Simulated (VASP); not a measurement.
Method: r2SCAN meta-GGA, VASP's PBE PAW potentials (set 64) (plane waves; VASP).

Input for VASP

KPOINTS:
```
Automatic mesh
0
Gamma
8 8 3
0 0 0
```

File POSCAR:
```
La
1
    1.8947512595    -3.2818056786     0.0000000000
    1.8947512595     3.2818056786     0.0000000000
   -0.0000000000     0.0000000000    12.0355286089
La
4
Direct
  0.0000000000   0.0000000000   0.5000000000
  0.0000000000   0.0000000000   0.0000000000
  0.3333330000   0.6666670000   0.2500000000
  0.6666670000   0.3333330000   0.7500000000
```

INCAR:
```
# general
SYSTEM   =  La
PREC     =  Accurate
ENCUT    =  400
LREAL    =  .FALSE.
LASPH    =  .TRUE.

# electronic loop
EDIFF    =  1E-6
NELM     =  100
ALGO     =  Normal
LMAXMIX  =  6
LMIXTAU  =  .TRUE.

# smearing
ISMEAR   =  1
SIGMA    =  0.1

# functional
METAGGA  =  R2SCAN

# ions
IBRION   =  2
NSW      =  60
ISIF     =  3
EDIFFG   =  -0.02

# output
LWAVE    =  .FALSE.
LCHARG   =  .FALSE.
```

POTCAR, in this order: La (PBE.64 set). Program: vasp_std.

The run wrote:

**OSZICAR**
```
       N       E                     dE             d eps       ncg     rms          rms(c)
DAV:   1     0.450126602188E+03    0.45013E+03   -0.13209E+04  1040   0.191E+03
DAV:   2    -0.945557021802E+01   -0.45958E+03   -0.45446E+03  1616   0.461E+02
DAV:   3    -0.116608637621E+03   -0.10715E+03   -0.10627E+03  1888   0.269E+02
DAV:   4    -0.130603153356E+03   -0.13995E+02   -0.13764E+02  1936   0.946E+01
DAV:   5    -0.132696682745E+03   -0.20935E+01   -0.20369E+01  2064   0.332E+01    0.559E+00
DAV:   6    -0.126465611308E+03    0.62311E+01   -0.42545E+00  1904   0.153E+01    0.328E+00
DAV:   7    -0.117532077073E+03    0.89335E+01   -0.42539E+00  1456   0.164E+01    0.128E+00
DAV:   8    -0.120665650242E+03   -0.31336E+01   -0.29047E+00  1744   0.155E+01    0.824E-01
DAV:   9    -0.119002556971E+03    0.16631E+01   -0.40629E-01  1840   0.639E+00    0.248E-01
DAV:  10    -0.118643778975E+03    0.35878E+00   -0.22712E-01  1496   0.427E+00    0.190E-01
DAV:  11    -0.118900454887E+03   -0.25668E+00   -0.18187E-01  1368   0.316E+00    0.147E-01
DAV:  12    -0.118958189627E+03   -0.57735E-01   -0.90017E-02  1616   0.215E+00    0.148E-01
DAV:  13    -0.118958342869E+03   -0.15324E-03   -0.52075E-03  2048   0.656E-01    0.167E-01
DAV:  14    -0.118826136534E+03    0.13221E+00   -0.14149E-01  1152   0.251E+00    0.238E-01
DAV:  15    -0.118877908345E+03   -0.51772E-01   -0.14459E-02  1708   0.127E+00    0.253E-01
DAV:  16    -0.118888094704E+03   -0.10186E-01   -0.19043E-02  1180   0.998E-01    0.296E-01
DAV:  17    -0.118959234835E+03   -0.71140E-01   -0.28691E-02  1280   0.124E+00    0.314E-01
DAV:  18    -0.118959767213E+03   -0.53238E-03   -0.25915E-03  1872   0.385E-01    0.314E-01
DAV:  19    -0.118959556906E+03    0.21031E-03   -0.13414E-04  1920   0.113E-01    0.312E-01
DAV:  20    -0.118955762340E+03    0.37946E-02   -0.81724E-04  1142   0.209E-01    0.315E-01
DAV:  21    -0.118963851546E+03   -0.80892E-02   -0.37681E-03  1176   0.447E-01    0.285E-01
DAV:  22    -0.118968271165E+03   -0.44196E-02   -0.35868E-03  1248   0.441E-01    0.227E-01
DAV:  23    -0.118968630585E+03   -0.35942E-03   -0.11445E-03  1920   0.180E-01    0.225E-01
DAV:  24    -0.118968637867E+03   -0.72819E-05   -0.38460E-05  1656   0.525E-02    0.226E-01
DAV:  25    -0.118968632350E+03    0.55166E-05   -0.24944E-05  1508   0.349E-02    0.225E-01
DAV:  26    -0.118968635040E+03   -0.26900E-05   -0.34036E-06  1064   0.147E-02    0.225E-01
DAV:  27    -0.118968770143E+03   -0.13510E-03   -0.54151E-05  1752   0.563E-02    0.197E-01
DAV:  28    -0.118968810378E+03   -0.40235E-04   -0.34528E-04  1568   0.127E-01    0.159E-01
DAV:  29    -0.118968650341E+03    0.16004E-03   -0.56188E-05  1844   0.584E-02    0.168E-01
DAV:  30    -0.118968526234E+03    0.12411E-03   -0.10481E-05  1576   0.270E-02    0.176E-01
DAV:  31    -0.118968375395E+03    0.15084E-03   -0.15773E-04  1664   0.943E-02    0.147E-01
DAV:  32    -0.118968941433E+03   -0.56604E-03   -0.31943E-04  1624   0.122E-01    0.102E-01
DAV:  33    -0.118969127546E+03   -0.18611E-03   -0.59659E-05  1872   0.524E-02    0.929E-02
DAV:  34    -0.118969128131E+03   -0.58535E-06   -0.68198E-06  1352   0.192E-02
   1 F= -.11896913E+03 E0= -.11896874E+03  d E =-.118969E+03
       N       E                     dE             d eps       ncg     rms          rms(c)
DAV:   1    -0.118974003780E+03   -0.48762E-02   -0.37433E-01  1572   0.113E+01    0.289E-01
DAV:   2    -0.118970597086E+03    0.34067E-02   -0.13742E-02  1790   0.135E+00    0.160E-01
DAV:   3    -0.118970645886E+03   -0.48800E-04   -0.50473E-03  1800   0.707E-01    0.404E-02
DAV:   4    -0.118970937310E+03   -0.29142E-03   -0.61521E-04  1816   0.285E-01    0.316E-02
DAV:   5    -0.118970846404E+03    0.90906E-04   -0.35091E-04  1696   0.157E-01    0.148E-02
DAV:   6    -0.118970968451E+03   -0.12205E-03   -0.28761E-04  1560   0.167E-01    0.675E-03
DAV:   7    -0.118970968959E+03   -0.50743E-06   -0.54065E-05  1680   0.686E-02    0.252E-03
DAV:   8    -0.118970975980E+03   -0.70213E-05   -0.49527E-06  1080   0.259E-02    0.166E-03
DAV:   9    -0.118970973002E+03    0.29777E-05   -0.88613E-07   734   0.183E-02    0.774E-04
DAV:  10    -0.118970975707E+03   -0.27051E-05   -0.58869E-07   646   0.179E-02    0.538E-04
DAV:  11    -0.118970974810E+03    0.89752E-06   -0.39514E-07   640   0.133E-02
   2 F= -.11897097E+03 E0= -.11897060E+03  d E =-.184668E-02
       N       E                     dE             d eps       ncg     rms          rms(c)
DAV:   1    -0.118979077096E+03   -0.81014E-02   -0.87287E-01  1550   0.173E+01    0.443E-01
DAV:   2    -0.118970819008E+03    0.82581E-02   -0.30552E-02  1788   0.204E+00    0.242E-01
DAV:   3    -0.118970882044E+03   -0.63036E-04   -0.12042E-02  1784   0.109E+00    0.591E-02
DAV:   4    -0.118971470269E+03   -0.58822E-03   -0.11807E-03  1840   0.383E-01    0.478E-02
DAV:   5    -0.118971361879E+03    0.10839E-03   -0.48421E-04  1688   0.189E-01    0.251E-02
DAV:   6    -0.118971520931E+03   -0.15905E-03   -0.60475E-04  1558   0.250E-01    0.136E-02
DAV:   7    -0.118971564019E+03   -0.43087E-04   -0.19847E-04  1518   0.131E-01    0.278E-03
DAV:   8    -0.118971571998E+03   -0.79795E-05   -0.15601E-05  1144   0.437E-02    0.282E-03
DAV:   9    -0.118971572225E+03   -0.22638E-06   -0.15101E-06   902   0.201E-02
   3 F= -.11897157E+03 E0= -.11897128E+03  d E =-.244409E-02
```

### OUTCAR
```
------------------------ aborting loop because EDIFF is reached ----------------------------------------
  FORCE on cell =-STRESS in cart. coord.  units (eV):
  Direction    XX          YY          ZZ          XY          YZ          ZX
  --------------------------------------------------------------------------------------
  Total        0.0292422      0.0292422      0.0357635     -0.0000000      0.0000000      0.0000000
  in kB        0.3140827      0.3140827      0.3841264     -0.0000000      0.0000000      0.0000000
  external PRESSURE =       0.3374306 kB  Pullay stress =       0.0000000 kB
  volume of cell :      149.17
      direct lattice vectors                 reciprocal lattice vectors
     1.884832414 -3.264625731 -0.000000000     0.265275574 -0.153156913  0.000000000
     1.884832414  3.264625731  0.000000000     0.265275574  0.153156913  0.000000000
    -0.000000000 -0.000000000 12.121038809     0.000000000 -0.000000000  0.082501180
 POSITION                                       TOTAL-FORCE (eV/Angst)
 -----------------------------------------------------------------------------------
     -0.00000     -0.00000      6.06052        -0.000000      0.000000      0.000000
      0.00000      0.00000      0.00000        -0.000000      0.000000      0.000000
      1.88483      1.08821      3.03026        -0.000000      0.000000      0.000000
      1.88483     -1.08821      9.09078         0.000000     -0.000000     -0.000000
 -----------------------------------------------------------------------------------
    total drift:                                0.000000      0.000000      0.000000
  FREE ENERGIE OF THE ION-ELECTRON SYSTEM (eV)
  ---------------------------------------------------
  free  energy   TOTEN  =      -118.9715722247 eV

  energy  without entropy=     -118.9706845273  energy(sigma->0) =     -118.97127633

 reached required accuracy - stopping structural energy minimisation
```
(Selected blocks of OUTCAR.)

### CONTCAR
```
La
   1.00000000000000
     1.8848324144015007   -3.2646257313336893   -0.0000000000000000
     1.8848324144015007    3.2646257313336893    0.0000000000000000
    -0.0000000000000000   -0.0000000000000000   12.1210388092512282
  La
     4
Direct
     0.0000000000000000    0.0000000000000000    0.5000000000000000
     0.0000000000000000    0.0000000000000000    0.0000000000000000
     0.3333330000000032    0.6666669999999968    0.2500000000000000
     0.6666669999999968    0.3333330000000032    0.7500000000000000
```

File OUTCAR:
```
 val. band max:        7.9390084608   @ k =   0.3750   0.2500   0.3333

 cond. band min:       7.9608400388   @ k =   0.2500   0.1250   0.0000


 Fermi energy:         7.9584509264

 k-point     1 :       0.0000    0.0000    0.0000
  band No.  band energies     occupation
      1     -26.1527      2.00000
      2     -26.0471      2.00000
      3     -26.0401      2.00000
      4     -25.9307      2.00000
      5     -10.1152      2.00000
      6      -9.4298      2.00000
      7      -9.4242      2.00000
      8      -8.8693      2.00000
      9      -8.8693      2.00000
     10      -8.7816      2.00000
     11      -8.7816      2.00000
     12      -8.7680      2.00000
     13      -8.7680      2.00000
     14      -8.6778      2.00000
     15      -8.6778      2.00000
     16      -8.6467      2.00000
     17       4.6122      2.00000
     18       6.0038      2.00000
     19       6.0041      2.00000
     20       6.1265      2.00000
     21       8.4630     -0.00000
     22       8.6215     -0.00000
     23       9.3146     -0.00000
     24       9.3146     -0.00000
     25       9.4040     -0.00000
     26       9.4061     -0.00000

 k-point     2 :       0.1250    0.0000    0.0000
  band No.  band energies     occupation
      1     -26.1267      2.00000
      2     -26.0280      2.00000
      3     -26.0211      2.00000
      4     -25.9191      2.00000
      5     -10.0478      2.00000
      6      -9.4575      2.00000
      7      -9.4533      2.00000
      8      -9.0309      2.00000
      9      -8.9213      2.00000
     10      -8.8948      2.00000
     11      -8.8892      2.00000
     12      -8.8340      2.00000
     13      -8.8182      2.00000
     14      -8.8045      2.00000
     15      -8.6981      2.00000
     16      -8.6742      2.00000
     17       5.0275      2.00000
     18       6.3592      2.00000
     19       6.3675      2.00000
     20       6.5043      2.00000
     21       8.0229      0.12185
     22       8.3318     -0.00000
...
```

The compound is La in the dhcp structure. This run relaxes it. Symmetry was kept, so distortions that lower it aren't found. The start is the result of an earlier pass.
